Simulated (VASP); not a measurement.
An input for Ansatz (written as the equivalent of a VASP run, and not itself run):

Ansatz 0.2 input:
```yaml
crystal:
  lattice:
    - [-1.6500000, 1.6500000, 1.6500000]
    - [1.6500000, -1.6500000, 1.6500000]
    - [1.6500000, 1.6500000, -1.6500000]
  atoms:
    - { symbol: Ta, position: [0.0000000, 0.0000000, 0.0000000] }
kpoints:
  mp_grid: { grid: [14, 14, 14] }
hamiltonian:
  xc: pbe
  pseudopotentials: { kind: paw }
scf:
  occupations: { method: fermi_dirac, width: 0.05 }
  max_iter: 100
output: { forces: true, stress: true, eigenvalues: true }
```

Question: Translate this input to VASP (INCAR, KPOINTS, POSCAR, choice of POTCAR).

Answer: One answer among several that fit: 
### POSCAR
```
Ta
1
   -1.6500000000     1.6500000000     1.6500000000
    1.6500000000    -1.6500000000     1.6500000000
    1.6500000000     1.6500000000    -1.6500000000
Ta
1
Direct
  0.0000000000   0.0000000000   0.0000000000
```

INCAR:
```
SYSTEM = Ta
LASPH = .TRUE.
LWAVE = .FALSE.
GGA = PE   ! PBE
ALGO = Normal   ! blocked Davidson
PREC = Accurate
LREAL = .FALSE.   ! projection in real space or not
LCHARG = .FALSE.
ISIF = 2
LMAXMIX = 6   ! l cut-off of mixed one-centre charges
EDIFF = 1E-6
NELM = 100   ! most electronic steps
ENCUT = 300   ! plane-wave cut-off (eV)
ISMEAR = -1   ! Fermi-Dirac
SIGMA = 0.05
```

### KPOINTS
```
Automatic mesh
0
Gamma
14 14 14
0 0 0
```

POTCAR, in this order: Ta_pv (PBE.64 set). Program: vasp_std.

Limits of the translation: each code has its own PAW files, so the cut-off isn't converted (ENCUT is set for VASP's; basis.ecutwfc is left out, and Ansatz then takes the one that its files recommend); Ansatz stops its SCF on the density residual and VASP on the energy change (EDIFF).

The structure is a typed Ta crystal (Im-3m). The cell was not relaxed at this level.
